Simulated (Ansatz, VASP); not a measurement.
# HfC: VASP beside Ansatz, part 2 of 2

Wanted: the spread between two codes on one cell, functional and k mesh. The cell is taken from a series of runs on this material, whose earlier steps may have relaxed, scaled, displaced or heated it; both programs get it as it stands.

VASP 6.6.1 and Ansatz 0.2.0.

So far: Starting point; VASP: zone-centre phonons, PBEsol.

**3. Ansatz: zone-centre phonons, PBEsol**

Level of this step: Ansatz beside VASP: Kohn-Sham DFT, plane waves, PBEsol (Ansatz).

Ansatz runs on its PAW soft_1 files.

The same cell, functional, mesh and smearing now go to Ansatz, which takes its cutoff from its data sets.

input.yaml

```yaml
crystal:
  lattice:
    - [-0.0479979166, 2.3016537554, 2.3016537554]
    - [2.3016537554, -0.0479979166, 2.3016537554]
    - [2.3016537554, 2.3016537554, -0.0479979166]
  atoms:
    - { symbol: C, position: [0.0, 0.0, 0.0] }
    - { symbol: Hf, position: [0.5, 0.5, 0.5] }
kpoints:
  mp_grid: { grid: [16, 16, 16] }
hamiltonian:
  xc: pbesol
  pseudopotentials: { kind: paw, azcp: { folder: soft_1 }, xc_functional: pbe }
scf:
  occupations: { method: methfessel_paxton, width: 0.2 }
output:
  eigenvalues: true
phonons:
  method: dfpt
```

The run is started by

```
ansatz run input.yaml --threads 4 --pin off --max-ram 10240MiB --backend cpu --events-out ev --progress --plain --runs-dir out
```

Numbers of over 12 decimals in the logs are rounded to 6 here.

The program printed:

```text
Engine: ansatz 0.2.0, x86_64-unknown-linux-gnu
Pseudopotentials: kind: paw
Pseudopotential: C, paw, valence charge 4, recommended cutoff 420 eV (normal), soft_1/C.paw.azcp
Pseudopotential: Hf, paw, valence charge 26, recommended cutoff 420 eV (normal), soft_1/Hf.paw.azcp
Functional definition: PBEsol
  exchange = pbesol_x
  correlation = pbesol_c
Crystal: 2 atoms, lattice volume = 25.149 Å³
Basis set: ecut = 420 eV, 525 PW (Γ), exchange–correlation on 48×48×48 points (8 copies of the dense FFT grid, shifted against one another)
Bands: 19, of which v1, the nominal top of the filled ones, is band 15 counted from 1 (14 counted from 0)
Symmetry: 12 space group operations
k-points: 1098 of 4096 (irreducible under 2 space group operations, time reversal used)
Non-local potential: C, projectors of the file, l = 0: 2, l = 1: 2, l = 2: 1
Non-local potential: Hf, projectors of the file, l = 0: 3, l = 1: 2, l = 2: 2, l = 3: 3
PAW form: soft (Blöchl's): semilocal exchange-correlation on the pseudo side does not see the compensation charge
PAW frozen core: C, regenerated for the run's functional, and the local potential with it (the file was generated under x = pbe(κ = 0.804, μ = 0.219515), c = pbe(β = 0.066725))
PAW frozen core: Hf, regenerated for the run's functional, and the local potential with it (the file was generated under x = pbe(κ = 0.804, μ = 0.219515), c = pbe(β = 0.066725))
PAW one-centre angular grid: C, 110 points (default); XC on 64 Gauss nodes
PAW one-centre angular grid: Hf, 590 points (default); XC on 64 Gauss nodes
Initial density: superposition of atomic densities (chi_scale 0.1, normalization cell, long waves kept (reshape's long-wave potential 0.00 eV rms))
Initial wavefunctions: pseudopotential atomic-orbital guess
Functional: x = pbesol(κ = 0.804, μ = 0.123457), c = pbesol(β = 0.046)
SCF iter   1: F=—  HF=-15848.010490 eV  |F-HF|=—  |Δ(HF+E_count)|=         —  Δρ=8.41e-2  dr2=2.45e0  ethr=3.10e-3  ⟨swp⟩=4.9  Hψ=89894  notcnv=0
preconditioner: auto → Kerker (q_TF=auto, 2.810 Å⁻¹)  [metal: Δε(μ)=0.017 eV  Ē_g=17.584 eV  σ=0.200 eV  W_gap=0.07  n_scr=14 (ndim 8)  ℏωp=39.2 eV  f_vac=0.000  D(μ)=0.19/eV (n_scr^D=0)]
SCF iter   2: F=—  HF=-15847.511244 eV  |F-HF|=—  |Δ(HF+E_count)|=   4.99e-1  S|Δr|=    0.00e0  Δρ=3.27e-2  dr2=2.65e-1  ethr=3.10e-3  ⟨swp⟩=2.5  Hψ=38845  notcnv=0  defer=10
SCF iter   3: F=—  HF=-15847.458951 eV  |F-HF|=—  |Δ(HF+E_count)|=   5.23e-2  S|Δr|=    0.00e0  Δρ=1.42e-2  dr2=3.24e-2  ethr=8.82e-4  ⟨swp⟩=2.0  Hψ=36898  notcnv=0  defer=8
SCF iter   4: F=—  HF=-15847.450755 eV  |F-HF|=—  |Δ(HF+E_count)|=   8.20e-3  S|Δr|=    0.00e0  Δρ=8.12e-3  dr2=7.95e-3  ethr=1.08e-4  ⟨swp⟩=2.1  Hψ=37304  notcnv=0  defer=7
SCF iter   5: F=—  HF=-15847.450804 eV  |F-HF|=—  |Δ(HF+E_count)|=   4.90e-5  S|Δr|=    0.00e0  Δρ=1.46e-3  dr2=2.77e-4  ethr=2.65e-5  ⟨swp⟩=2.3  Hψ=35091  notcnv=0
SCF iter   6: F=—  HF=-15847.450761 eV  |F-HF|=—  |Δ(HF+E_count)|=   4.35e-5  S|Δr|=    0.00e0  Δρ=2.46e-4  dr2=1.53e-5  ethr=9.22e-7  ⟨swp⟩=3.0  Hψ=37450  notcnv=0
SCF iter   7: F=—  HF=-15847.450766 eV  |F-HF|=—  |Δ(HF+E_count)|=   5.08e-6  S|Δr|=    0.00e0  Δρ=6.52e-5  dr2=8.00e-7  ethr=5.08e-8  ⟨swp⟩=2.1  Hψ=37747  notcnv=0
SCF iter   8: F=—  HF=-15847.450768 eV  |F-HF|=—  |Δ(HF+E_count)|=   1.93e-6  S|Δr|=    0.00e0  Δρ=1.35e-5  dr2=2.68e-8  ethr=2.67e-9  ⟨swp⟩=2.9  Hψ=42204  notcnv=0
SCF iter   9: F=—  HF=-15847.450768 eV  |F-HF|=—  |Δ(HF+E_count)|=   9.08e-9  S|Δr|=    0.00e0  Δρ=2.41e-6  dr2=1.14e-9  ethr=8.92e-11  ⟨swp⟩=2.2  Hψ=32745  notcnv=0
SCF iter  10: F=—  HF=-15847.450768 eV  |F-HF|=—  |Δ(HF+E_count)|=   1.22e-9  S|Δr|=    0.00e0  Δρ=3.29e-7  dr2=1.90e-11  ethr=3.80e-12  ⟨swp⟩=2.6  Hψ=39919  notcnv=0
SCF iter  11: F=-15847.450768 eV  HF=-15847.450768 eV  |F-HF|=0.00e0  |Δ(HF+E_count)|=  3.64e-12  S|Δr|=    0.00e0  Δρ=5.22e-8  dr2=4.12e-13  ethr=1.00e-12  ⟨swp⟩=7.3  Hψ=118879  notcnv=0
SCF 1 converged in 11 iterations: F = -15847.450768 eV  dr2 = 4.12e-13
  greatest PAW one-centre occupation: 0.998 electrons in one spin orbital (limit 2), on the Hf atom at site 1 (counted from 0), in its partial waves of l = 0
DFPT response loops at Γ: preconditioner auto → Kerker (q_TF=auto, 2.810 Å⁻¹) (partly filled bands, converged f_vac=0.000); β = 1.00, the filter's whole step (`scf.mixing.beta` (0.50) is not read by the response loops under this deck's `scf.mixing.preconditioner`; to damp them name `kerker` or `kerker_dos`, under which they read `scf.mixing.beta`, and type it under 1.00, their step now; both keys bind the ground state too); Broyden in place of MSR1
SCF converged after 11 iterations
Stability not checked: this state was not tested for a lower state beside it, because cold or Methfessel-Paxton smearing, or corrected tetrahedra, fill the levels in a way that the test cannot read (fill_not_monotonic; see scf.lower_state_search)
Free energy (F): -15847.450768 eV
Harris-Foulkes:  -15847.450768 eV  (|F-HF|=0.00e0)
Internal energy: -15847.450927 eV  (E = F + TS)
E sigma→0 (E₀):  -15847.450807 eV
Entropy (-TS):   0.000159 eV (0.079 meV/atom)
Fermi energy:    18.419771 eV
--- Per-component energies (eV) ---
  E_band       = 61.244204
  E_kinetic    = 492.677100
  E_local      = -6232.877736  (includes V_loc(G=0)·N_el)
  E_nonlocal   = 91.088411
  E_hartree    = 3047.466337
  E_xc         = -311.688789
  E_vxc        = -313.026704  (∫ρ·V_xc dr)
  E_paw        = -7673.164749  (= ΣΔE_a)
  E_vpaw       = -71.549611  (= ΣTr[D̂ρ^β])
  E_aug_tail   = 0.000100  (compensation charges beyond the density's cutoff)
  E_ewald      = -5262.223756
  E_core_change = 1.272157  (= ΣΔE_core)
  E_smearing   = 0.000159  (= −TS)
  E_closure    = -0.000000  (closes the sum)
  Σ components = -15847.450768   (vs F -15847.450768, Δ=0.00e0)
--- Band table (eV; the first three rows and the last of 1098) ---
  k-point 0: bands = [... 11 lower, 7.4526, 19.4224, 19.4224, 19.5708, 19.5708, 19.6185, 20.0183, 21.7600]
  k-point 1: bands = [... 11 lower, 7.4524, 18.6048, 18.8411, 19.0794, 19.8586, 20.0906, 20.3144, 22.2515]
  k-point 2: bands = [... 11 lower, 7.4526, 17.5485, 18.0309, 18.2807, 20.1928, 20.4531, 20.7350, 23.3112]
  k-point 1097: bands = [... 11 lower, 10.1479, 12.2676, 15.2109, 15.2109, 23.8314, 23.8314, 24.2416, 24.7770]
--- Phonons (Γ-DFPT): 2 representative perturbations + reference, on 1098 of 4096 k-points (Σ response iterations 6) ---
  k mesh reduced under 2 symmetry operations, with k and −k counted as one. Each operation leaves every solved perturbation unchanged. A smaller set is not used because it would not reduce the number of displacements times k-points to solve
  ASR residual: 1.781e-5 → 0.000e0 eV/Å²; symmetrization residual: 8.240e-7 eV/Å²
  ASR residual per site (eV/Å²): 1.10e-5 1.78e-5
  Γ frequencies (cm⁻¹): 0.00 0.00 0.00 406.97 436.10 436.10
  non-analytic LO–TO correction: not included (Born effective charges unavailable; polar crystals: no LO–TO splitting at Γ)
```

**4. Side by side**

Known differences besides the potentials themselves: the data sets hold 30 valence electrons in Ansatz (on its PAW soft_1 files) and 14 in VASP; the cutoff is 420 eV in Ansatz and 600 eV in VASP; Ansatz makes its cores anew for this functional, VASP keeps those of its PBE data sets. Total energies have different zeros and are not compared.

The two programs side by side:

```csv
quantity,Ansatz,VASP,difference
optical mode 1 (cm⁻¹),407.0,404.8,+0.55 %
optical mode 2 to 3 (cm⁻¹),436.1,434.7,+0.32 %
```

Modes are paired by rising frequency, not by their patterns, so a pair may set unlike modes beside each other; they are those without the splitting of longitudinal modes.

**5. What came out**

| Item | Value |
| --- | --- |
| r.m.s. difference of the optical zone-centre modes, each program's sorted by frequency (zone-centre phonons, PBEsol) | 1.7 cm⁻¹ |
| difference in optical mode 1 (zone-centre phonons, PBEsol) | +0.5 % |

The r.m.s. difference of the optical zone-centre modes, each program's sorted by frequency is 1.7 cm⁻¹ (zone-centre phonons, PBEsol). The data sets hold unlike numbers of valence electrons (30 in Ansatz and 14 in VASP), so part of the differences comes from the potentials. Among the rows given in per cent, the largest difference of the zone-centre phonons, PBEsol pair is in optical mode 1, +0.5 %. How closely two codes agree says nothing of how well the functional describes the real material.

[Lines on the potential files, build, host, timing and source positions are cut from VASP's logs without a mark.]

[Logs are printed without paths, hosts, clocks, repeated set-up lines and the standing remarks that a program may print on its own settings, such as how far it seeks lower states.]

[Hosts, paths, dates, database ids (printed as entryN), source tags and the programs' standing remarks are cut or masked in the printed files.]
